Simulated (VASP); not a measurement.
**TiO2 (space group P4_2/mnm): computed properties**

All values below come from PBE GGA with D3 dispersion (Becke-Johnson damping), VASP's PBE PAW potentials (set 64) (plane waves; VASP).

space group: P4_2/mnm (136)
cell: a = b = 4.610 Å, c = 2.959 Å, α = β = γ = 90.00°
volume per atom: 10.48 Å³/atom
band gap (over mesh and band path): 1.83 eV
smallest direct gap (over mesh and band path): 1.83 eV
band-edge character without spin-orbit coupling: direct, Γ to Γ
band gap with spin-orbit coupling: 1.83 eV
density: 4.22 g/cm³

```cif
data_O4Ti2
_chemical_formula_sum 'Ti2 O4'
_space_group_name_H-M_alt 'P 1'
_space_group_IT_number 1
_cell_length_a 4.60972
_cell_length_b 4.60972
_cell_length_c 2.95874
_cell_angle_alpha 90.000
_cell_angle_beta 90.000
_cell_angle_gamma 90.000
loop_
_space_group_symop_operation_xyz
  'x, y, z'
loop_
_atom_site_label
_atom_site_type_symbol
_atom_site_fract_x
_atom_site_fract_y
_atom_site_fract_z
_atom_site_occupancy
Ti1 Ti 0.00000 0.00000 0.00000 1
Ti2 Ti 0.50000 0.50000 0.50000 1
O1 O 0.30431 0.30431 0.00000 1
O2 O 0.19569 0.80431 0.50000 1
O3 O 0.69569 0.69569 0.00000 1
O4 O 0.80431 0.19569 0.50000 1
```

The structure comes from a measured TiO2 entry (P4_2/mnm) of the Crystallography Open Database, whose conditions weren't checked. It was relaxed first. Symmetry was kept, so distortions that lower it aren't found.
